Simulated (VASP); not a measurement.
Output of a VASP run:

OSZICAR:
```
       N       E                     dE             d eps       ncg     rms          rms(c)
DAV:   1     0.292832138483E+03    0.29283E+03   -0.23987E+04  1592   0.103E+03
DAV:   2    -0.351148375669E+02   -0.32795E+03   -0.31181E+03  1744   0.271E+02
DAV:   3    -0.477835615416E+02   -0.12669E+02   -0.12293E+02  1848   0.507E+01
DAV:   4    -0.479742499062E+02   -0.19069E+00   -0.19054E+00  1686   0.656E+00
DAV:   5    -0.479786918526E+02   -0.44419E-02   -0.44413E-02  1855   0.896E-01    0.315E+01
DAV:   6    -0.456370627577E+02    0.23416E+01   -0.80519E+00  1693   0.180E+01    0.162E+01
DAV:   7    -0.455412044459E+02    0.95858E-01   -0.12936E+00  1623   0.847E+00    0.668E+00
DAV:   8    -0.454476110982E+02    0.93593E-01   -0.99802E-01  1644   0.953E+00    0.342E+00
DAV:   9    -0.453869436574E+02    0.60667E-01   -0.19061E-01  1644   0.404E+00    0.543E-01
DAV:  10    -0.453858875644E+02    0.10561E-02   -0.14242E-02  1707   0.111E+00    0.316E-01
DAV:  11    -0.453857449402E+02    0.14262E-03   -0.13062E-03  1789   0.374E-01    0.143E-01
DAV:  12    -0.453857412742E+02    0.36660E-05   -0.20654E-04  1679   0.866E-02    0.409E-02
DAV:  13    -0.453857402398E+02    0.10345E-05   -0.13292E-05  1758   0.208E-02    0.122E-02
DAV:  14    -0.453857399671E+02    0.27267E-06   -0.25639E-06  1222   0.109E-02
   1 F= -.45385740E+02 E0= -.45335996E+02  d E =-.994877E-01
```

File OUTCAR:
```
------------------------ aborting loop because EDIFF is reached ----------------------------------------
  FORCE on cell =-STRESS in cart. coord.  units (eV):
  Direction    XX          YY          ZZ          XY          YZ          ZX
  --------------------------------------------------------------------------------------
  Total        1.8276263      1.8276263      1.3022497      0.0000000      0.0000000     -0.0000000
  in kB       27.8298430     27.8298430     19.8297674      0.0000000      0.0000000     -0.0000000
  external PRESSURE =      25.1631512 kB  Pullay stress =       0.0000000 kB
  volume of cell :      105.22
      direct lattice vectors                 reciprocal lattice vectors
     3.883750000  0.000000000  0.000000000     0.257483103  0.000000000  0.000000000
     0.000000000  3.883750000  0.000000000     0.000000000  0.257483103  0.000000000
     0.000000000  0.000000000  6.975650000     0.000000000  0.000000000  0.143355816
 POSITION                                       TOTAL-FORCE (eV/Angst)
 -----------------------------------------------------------------------------------
      1.94188      1.94188      0.00000        -0.000000      0.000000      0.000000
      0.00000      0.00000      3.48782        -0.000000      0.000000      0.000000
      0.00000      0.00000      0.00000        -0.000000      0.000000      0.000000
      1.94188      0.00000      4.90381        -0.000000      0.000000      0.097636
      1.94188      0.00000      2.07184        -0.000000      0.000000     -0.097636
      0.00000      1.94188      4.90381         0.000000      0.000000      0.097636
      0.00000      1.94188      2.07184        -0.000000      0.000000     -0.097636
 -----------------------------------------------------------------------------------
    total drift:                                0.000000     -0.000000     -0.000000
  FREE ENERGIE OF THE ION-ELECTRON SYSTEM (eV)
  ---------------------------------------------------
  free  energy   TOTEN  =       -45.3857399671 eV

  energy  without entropy=      -45.2862523168  energy(sigma->0) =      -45.33599614
```
(Selected blocks of OUTCAR.)

**POSCAR**
```
AgPPt5
1
    3.8837500000     0.0000000000     0.0000000000
    0.0000000000     3.8837500000     0.0000000000
    0.0000000000     0.0000000000     6.9756500000
Ag P Pt
1 1 5
Direct
  0.5000000000   0.5000000000   0.0000000000
  0.0000000000   0.0000000000   0.5000000000
  0.0000000000   0.0000000000   0.0000000000
  0.5000000000   0.0000000000   0.7029900000
  0.5000000000   0.0000000000   0.2970100000
  0.0000000000   0.5000000000   0.7029900000
  0.0000000000   0.5000000000   0.2970100000
```

Task: Write an INCAR and KPOINTS that could have produced this output.

Result: Several could match; the one computed here: the input of the run itself, PBEsol GGA, plane waves, VASP's PBE PAW potentials (set 64).

### INCAR
```
! general
SYSTEM   =  AgPPt5
PREC     =  Accurate
ENCUT    =  300
LREAL    =  .False.
LASPH    =  .True.

! electronic loop
EDIFF    =  1E-6
NELM     =  100
ALGO     =  Normal
LMAXMIX  =  6

! smearing
ISMEAR   =  0
SIGMA    =  0.2

! functional
GGA      =  PS

! ions
ISIF     =  2

! output
LWAVE    =  .False.
LCHARG   =  .False.
```

File KPOINTS:
```
K-points
0
G
6 6 3
0 0 0
```

POTCAR, in this order: Ag P Pt (PBE.64 set). Program: vasp_std.

At this cut-off the stress carries a Pulay error, which pulls relaxed volumes low.

The structure comes from a computed database's AgPPt5 entry (P4/mmm); how it stands against other phases isn't given here. The cell was not relaxed at this level, and its volume differs by -5.9 % from the start's. The k-mesh is coarse (spacing up to 0.30 per Å, 2π included), so the numbers may not be converged in it.
